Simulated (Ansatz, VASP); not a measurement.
## Cross-check of NiO between VASP and Ansatz

Wanted: the spread between two codes on one cell, functional and k mesh. The cell is taken from a series of runs on this material, whose earlier steps may have relaxed, scaled, displaced or heated it; both programs get it as it stands.

Program: Ansatz 0.2.0. Level of theory: plane waves, with VASP 6.6.1 beside it; relaxation of cell and atoms at PBEsol. Results are calculated unless marked as measured.

## 1. The starting structure

It takes space group Fm-3m (No. 225, cubic). Conventional cell: a = 4.115 Å, b = 4.115 Å, c = 4.115 Å, α = 90.00°, β = 90.00°, γ = 90.00°. Nearest to Ni lie 6 O at 2.06 Å. O has 6 Ni at 2.06 Å nearest. Farther neighbours and most contacts between anions are not listed.

## 2. Ansatz: relaxation of cell and atoms, PBEsol

Ansatz runs on its default PAW (the set named soft_2) files.

The relaxed volume is the usual yardstick between codes: in a stiff, nearly cubic crystal its relative difference is about their pressure difference at one cell divided by the bulk modulus.

input.yaml reads:

```yaml
crystal:
  lattice:
    - [0.0, 2.0576421562, 2.0576421562]
    - [2.0576421562, 0.0, 2.0576421562]
    - [2.0576421562, 2.0576421562, 0.0]
  atoms:
    - { symbol: Ni, position: [0.0, 0.0, 0.0], spin: 1.13 }
    - { symbol: O, position: [0.5, 0.5, 0.5], spin: 0.2 }
kpoints:
  mp_grid: { grid: [22, 22, 22] }
hamiltonian:
  xc: pbesol
scf:
  occupations: { method: gaussian, width: 0.15 }
output:
  forces: true
  stress: true
  eigenvalues: true
  populations: true
magnetization:
  spin_polarized: true
relax:
  adjacent_minimum: "off"
  f_tol: 0.001
  max_steps: 60
  cell: { stress_tol: 0.01 }
```

Run with:

```console
$ ansatz run input.yaml --threads 4 --pin off --max-ram 7168MiB --backend cpu --events-out ev --progress --plain --runs-dir out
```

Numbers of over 12 decimals in the logs are rounded to 6 here.

The log of the run:

```text
Engine: ansatz 0.2.0, aarch64-unknown-linux-gnu
Pseudopotentials: kind: paw
Pseudopotential: Ni, paw, valence charge 18, recommended cutoff 420 eV (normal), Ni.paw.azcp
Pseudopotential: O, paw, valence charge 6, recommended cutoff 420 eV (normal), O.paw.azcp
Functional definition: PBEsol
  exchange = pbesol_x
  correlation = pbesol_c
Crystal: 2 atoms, lattice volume = 17.424 Å³
Basis set: ecut = 420 eV, 331 PW (Γ), exchange–correlation on 40×40×40 points (8 copies of the dense FFT grid, shifted against one another)
Bands: 17, of which v1, the nominal top of the filled ones, is band 12 counted from 1 (11 counted from 0)
Symmetry: 48 space group operations
Space group: Fm-3m (ITA 225), of the structure as read, at distance tolerance 2.6e-5 Å
Magnetic group: BNS 225.116 (UNI 1618), of the structure as read, at distance tolerance 2.6e-5 Å
k-points: 328 of 10648
Non-local potential: Ni, projectors of the file, l = 0: 3, l = 1: 2, l = 2: 3, l = 3: 1
Non-local potential: O, projectors of the file, l = 0: 2, l = 1: 2, l = 2: 1
PAW form: soft (Blöchl's): semilocal exchange-correlation on the pseudo side does not see the compensation charge
PAW frozen core: Ni, regenerated for the run's functional, and the local potential with it (the file was generated under x = pbe(κ = 0.804, μ = 0.219515), c = pbe(β = 0.066725))
PAW frozen core: O, regenerated for the run's functional, and the local potential with it (the file was generated under x = pbe(κ = 0.804, μ = 0.219515), c = pbe(β = 0.066725))
PAW one-centre angular grid: Ni, 590 points (default); XC on 64 Gauss nodes
PAW one-centre angular grid: O, 110 points (default); XC on 64 Gauss nodes
Initial density: superposition of atomic densities (chi_scale 0.1, normalization cell, long waves kept (reshape's long-wave potential 0.00 eV rms))
Starting moments: Σ|m| = 1.33 μB on 2 of 2 sites
Initial wavefunctions: pseudopotential atomic-orbital guess
Functional: x = pbesol(κ = 0.804, μ = 0.123457), c = pbesol(β = 0.046)
SCF iter   1: F=—  HF=-6362.764701 eV  |F-HF|=—  |Δ(HF+E_count)|=         —  Δρ=1.59e-1 (↑1.09e-1 ↓1.59e-1)  dr2=8.92e0  dr2_m=1.74e-1  M=0.941 μB ∫|m|=0.941 μB  β_m=0.30  ethr=3.10e-3  ⟨swp⟩=4.9  Hψ=47008  notcnv=0
Mixer restart at iter 1: flushing history
preconditioner: auto → none  [metal: Δε(μ)=0.000 eV  Ē_g=14.388 eV  σ=0.150 eV  W_gap=0.00  n_scr=8 (ndim 8)  ℏωp=35.6 eV  f_vac=0.000  D(μ)=1.62/eV (n_scr^D=14)  sad-step TF]
SCF iter   2: F=—  HF=-6362.872976 eV  |F-HF|=—  |Δ(HF+E_count)|=   1.08e-1  Δρ=7.34e-2 (↑4.12e-2 ↓7.34e-2)  dr2=1.73e0  dr2_m=7.81e-2  M=0.963 μB ∫|m|=0.963 μB  β_m=0.39  ethr=3.10e-3  ⟨swp⟩=3.0  Hψ=28543  notcnv=0  defer=301
SCF iter   3: F=—  HF=-6363.594105 eV  |F-HF|=—  |Δ(HF+E_count)|=   7.21e-1  Δρ=2.80e-2 (↑1.56e-2 ↓2.80e-2)  dr2=1.18e-1  dr2_m=1.99e-2  M=0.959 μB ∫|m|=0.961 μB  β_m=0.52  ethr=3.10e-3  ⟨swp⟩=2.2  Hψ=19708  notcnv=0  defer=286
SCF iter   4: F=—  HF=-6364.155531 eV  |F-HF|=—  |Δ(HF+E_count)|=         —  Δρ=1.89e-2 (↑1.89e-2 ↓9.72e-3)  dr2=2.89e-2  dr2_m=1.88e-2  M=0.873 μB ∫|m|=0.874 μB  β_m=0.52  ethr=4.92e-4  ⟨swp⟩=2.0  Hψ=23280  notcnv=0  defer=262
Mixer restart at iter 4: flushing history
SCF iter   5: F=—  HF=-6364.249172 eV  |F-HF|=—  |Δ(HF+E_count)|=   9.36e-2  Δρ=1.26e-2 (↑3.57e-3 ↓1.26e-2)  dr2=1.79e-2  dr2_m=6.67e-3  M=0.862 μB ∫|m|=0.864 μB  β_m=0.52  ethr=1.21e-4  ⟨swp⟩=2.0  Hψ=21386  notcnv=0  defer=262
SCF iter   6: F=—  HF=-6364.268255 eV  |F-HF|=—  |Δ(HF+E_count)|=   1.91e-2  Δρ=1.37e-2 (↑4.20e-3 ↓1.37e-2)  dr2=2.76e-2  dr2_m=6.17e-3  M=0.949 μB ∫|m|=0.951 μB  β_m=0.41  ethr=7.45e-5  ⟨swp⟩=2.3  Hψ=26079  notcnv=0  defer=246
SCF iter   7: F=—  HF=-6364.276327 eV  |F-HF|=—  |Δ(HF+E_count)|=   8.07e-3  Δρ=7.77e-3 (↑4.60e-3 ↓7.77e-3)  dr2=2.51e-3  dr2_m=5.63e-3  M=0.955 μB ∫|m|=0.957 μB  β_m=0.23  ethr=7.45e-5  ⟨swp⟩=2.0  Hψ=15940  notcnv=0  defer=243
SCF iter   8: F=—  HF=-6364.273360 eV  |F-HF|=—  |Δ(HF+E_count)|=   2.97e-3  Δρ=4.43e-3 (↑4.03e-3 ↓4.43e-3)  dr2=1.72e-3  dr2_m=2.23e-3  M=0.972 μB ∫|m|=0.974 μB  β_m=0.06  ethr=1.04e-5  ⟨swp⟩=2.0  Hψ=14089  notcnv=0  defer=243
[...]
Crystal: 2 atoms, lattice volume = 17.415 Å³
[...]
preconditioner: auto → none  [metal: Δε(μ)=0.008 eV  Ē_g=14.760 eV  σ=0.150 eV  W_gap=0.03  n_scr=0 (ndim 8)  ℏωp=35.6 eV  f_vac=0.000  D(μ)=1.71/eV (n_scr^D=14)]
[...]
SCF 3 converged in 10 iterations: F = -6364.287409 eV  dr2 = 1.05e-10
relax step   3: F+E_penalty+E_count = -6364.28740928 eV  Δ(F+E_penalty+E_count) = -2.790e-5 eV  max|allowed force component| = 4.372e-30 eV/Å  Δτ_max = 0.0000 Å  P = +0.004 GPa  Ω = 17.415 Å³  energy of the carried Pulay correction = +4.384e-5 eV  (10 SCF iters, dr2 threshold 8.38e-9 eV, accepted)
Initial wavefunctions: pseudopotential atomic-orbital guess (no wavefunctions were taken with the density)
iter 1 solved again at ethr=2.98e-9 eV; its pass at ethr=3.10e-3 eV (dr2=7.16e-7 eV) is discarded
SCF iter   1: F=—  HF=-6364.287354 eV  |F-HF|=—  |Δ(HF+E_count)|=         —  Δρ=4.04e-6 (↑4.04e-6 ↓3.54e-6)  dr2=3.12e-9  dr2_m=4.05e-11  M=1.218 μB ∫|m|=1.222 μB  β_m=0.65  ethr=2.98e-9  ⟨swp⟩=3.4  Hψ=81350  notcnv=0
SCF iter   2: F=—  HF=-6364.287354 eV  |F-HF|=—  |Δ(HF+E_count)|=  4.24e-10  Δρ=2.33e-6 (↑2.33e-6 ↓2.22e-6)  dr2=2.25e-9  dr2_m=7.50e-11  M=1.218 μB ∫|m|=1.222 μB  β_m=0.41  ethr=1.30e-11  ⟨swp⟩=2.0  Hψ=18622  notcnv=0
SCF iter   3: F=—  HF=-6364.287354 eV  |F-HF|=—  |Δ(HF+E_count)|=   1.25e-9  Δρ=1.05e-6 (↑1.05e-6 ↓1.04e-6)  dr2=1.88e-10  dr2_m=3.11e-11  M=1.218 μB ∫|m|=1.222 μB  β_m=0.64  ethr=9.38e-12  ⟨swp⟩=2.0  Hψ=14698  notcnv=0
SCF iter   4: F=—  HF=-6364.287354 eV  |F-HF|=—  |Δ(HF+E_count)|=   1.78e-9  Δρ=6.48e-7 (↑3.42e-7 ↓6.48e-7)  dr2=7.16e-11  dr2_m=1.84e-11  M=1.218 μB ∫|m|=1.222 μB  β_m=0.59  ethr=7.84e-13 (applied; sched 1.00e-12)  ⟨swp⟩=2.1  Hψ=17614  notcnv=0
SCF iter   5: F=—  HF=-6364.287354 eV  |F-HF|=—  |Δ(HF+E_count)|=  7.19e-11  Δρ=4.02e-7 (↑4.02e-7 ↓1.41e-7)  dr2=2.18e-11  dr2_m=5.79e-12  M=1.218 μB ∫|m|=1.222 μB  β_m=0.69  ethr=2.98e-13 (applied; sched 1.00e-12)  ⟨swp⟩=2.5  Hψ=18275  notcnv=0
SCF iter   6: F=—  HF=-6364.287354 eV  |F-HF|=—  |Δ(HF+E_count)|=  3.73e-11  Δρ=2.11e-7 (↑1.39e-7 ↓2.11e-7)  dr2=2.02e-12  dr2_m=4.55e-12  M=1.218 μB ∫|m|=1.222 μB  β_m=0.56  ethr=9.09e-14 (applied; sched 1.00e-12)  ⟨swp⟩=2.2  Hψ=16537  notcnv=0
SCF iter   7: F=—  HF=-6364.287354 eV  |F-HF|=—  |Δ(HF+E_count)|=  9.09e-13  Δρ=1.67e-7 (↑9.48e-8 ↓1.67e-7)  dr2=8.68e-13  dr2_m=2.68e-12  M=1.218 μB ∫|m|=1.222 μB  β_m=0.78  ethr=8.43e-15 (applied; sched 1.00e-12)  ⟨swp⟩=1.9  Hψ=13210  notcnv=0
SCF iter   8: F=—  HF=-6364.287354 eV  |F-HF|=—  |Δ(HF+E_count)|=  4.55e-12  Δρ=8.67e-8 (↑4.80e-8 ↓8.67e-8)  dr2=2.75e-13  dr2_m=6.99e-13  M=1.218 μB ∫|m|=1.222 μB  β_m=0.89  ethr=3.62e-15 (applied; sched 1.00e-12)  ⟨swp⟩=2.0  Hψ=17437  notcnv=0
SCF iter   9: F=-6364.287354 eV  HF=-6364.287354 eV  |F-HF|=9.09e-13  |Δ(HF+E_count)|=    0.00e0  Δρ=2.21e-8 (↑6.86e-9 ↓2.21e-8)  dr2=6.97e-14  dr2_m=2.25e-14  M=1.218 μB ∫|m|=1.222 μB  ethr=1.00e-12  ⟨swp⟩=2.8  Hψ=42060  notcnv=0
SCF 4 converged in 9 iterations: F = -6364.287354 eV  dr2 = 6.97e-14
relax step   4: F+E_penalty+E_count = -6364.28735394 eV  Δ(F+E_penalty+E_count) = +5.534e-5 eV  max|allowed force component| = 7.100e-30 eV/Å  Δτ_max = 0.0000 Å  P = +0.000 GPa  Ω = 17.415 Å³  stress off target by 4.29e-4 GPa  SCF on the basis re-selected at this cell (its energy is not comparable with the rows above)  (9 SCF iters)
basis re-selected at this cell: Δ(F+E_penalty+E_count) = +5.534e-5 eV, ΔP = -0.003 GPa vs the last step (what re-selecting the basis moved, of the pressure what is left beyond the Pulay correction that the steps carried, after the strain that the cell walked since its last selection, with what the two solves' SCF thresholds leave and, on support functions, any second-order correction that the steps lacked; it is no m [...]
SCF converged after 9 iterations
Magnetization: 1.2177 μB (12.6088 up, 11.3912 down)
Absolute magnetization: 1.2214 μB (∫|ρ↑−ρ↓|, with the PAW one-centre terms)
Spin contamination: 0.0068 ħ² per cell (⟨S²⟩ above its minimum at these occupations)
Per-site moments (μB) at R_I (Å): [(0.998530, 0.848633), (0.177024, 0.848633)]
Free energy (F): -6364.287354 eV
Harris-Foulkes:  -6364.287354 eV  (|F-HF|=9.09e-13)
Internal energy: -6364.268064 eV  (E = F + TS)
E sigma→0 (E₀):  -6364.277709 eV
Entropy (-TS):   -0.019290 eV (-9.645 meV/atom)
Fermi energy:    15.266252 eV
--- Per-component energies (eV) ---
  E_band       = -306.841921
  E_kinetic    = 453.657148
  E_local      = -3922.739392  (includes V_loc(G=0)·N_el)
  E_nonlocal   = 694.267058
  E_hartree    = 1617.339613
  E_xc         = -155.180210
  E_vxc        = -200.051675  (∫ρ·V_xc dr)
  E_paw        = -1751.785156  (= ΣΔE_a)
  E_vpaw       = -566.657207  (= ΣTr[D̂ρ^β])
  E_aug_tail   = 0.002936  (compensation charges beyond the density's cutoff)
  E_ewald      = -3300.062639
  E_core_change = 0.232577  (= ΣΔE_core)
  E_smearing   = -0.019290  (= −TS)
  E_closure    = 0.000000  (closes the sum)
  Σ components = -6364.287354   (vs F -6364.287354, Δ=0.00e0)
--- Forces (eV/Å), atoms counted from 1 ---
  atom   1  Ni    -0.00000000     0.00000000    -0.00000000
  atom   2  O      0.00000000    -0.00000000     0.00000000
  max |Σ_I F_I| component: 1.31e-29 eV/Å
--- Stress (GPa, compression-positive) ---
        0.000429       0.000000       0.000000
        0.000000       0.000429      -0.000000
        0.000000      -0.000000       0.000429
  P = ⅓ Tr σ = 0.0004 GPa (0.004 kbar)
--- Band table (eV; the first three rows and the last of 656) ---
  k-point 0 ↑: bands = [... 8 lower, 12.5683, 12.5683, 12.7656, 12.7656, 12.7656, 16.8891, 32.8735, 34.2912, ... 1 higher]
  k-point 1 ↑: bands = [... 8 lower, 12.7293, 12.7293, 12.8591, 12.8649, 12.8649, 17.0452, 32.2714, 34.2361, ... 1 higher]
  k-point 2 ↑: bands = [... 8 lower, 12.8012, 12.8012, 13.0073, 13.2663, 13.2663, 17.4626, 31.2034, 34.0272, ... 1 higher]
  k-point 327 ↓: bands = [... 8 lower, 14.0540, 14.3013, 14.6412, 15.1572, 15.9091, 24.2914, 26.1390, 26.2917, ... 1 higher]
--- Relaxed structure (3 steps of the walk, 3 accepted, 1 SCFs on fresh bases) ---
  F+E_penalty+E_count = -6364.28735394 eV   max|allowed force component| = 7.100e-30 eV/Å   (the final SCF, on the basis selected at the relaxed cell)
  cell:  # Å, volume = 17.4148 Å³
    - [0, 2.057291, 2.057291]
    - [2.057291, 0, 2.057291]
    - [2.057291, 2.057291, 0]
  atoms:
    - { symbol: Ni, position: [0, 0, 0] }
    - { symbol: O, position: [0.5, 0.5, 0.5] }
--- Löwdin populations: 2 sites ---
  site symbol       q [e]    m [muB]
     0     Ni     17.0226     0.9842
     1      O      6.8640     0.2339
  spilling = 0.004727 (of n_electrons = 24.000000)
```

Reading the cycles: dr2 is the Hartree energy of the density residual (eV), the measure of convergence; HF is the Harris–Foulkes estimate of the energy, which meets the free energy F at convergence.

[end of part 1 of 2]

[Lines on the potential files, build, host, timing and source positions are cut from VASP's logs without a mark.]

[Logs are printed without paths, hosts, clocks, repeated set-up lines and the standing remarks that a program may print on its own settings, such as how far it seeks lower states.]

[Hosts, paths, dates, database ids (printed as entryN), source tags and the programs' standing remarks are cut or masked in the printed files.]
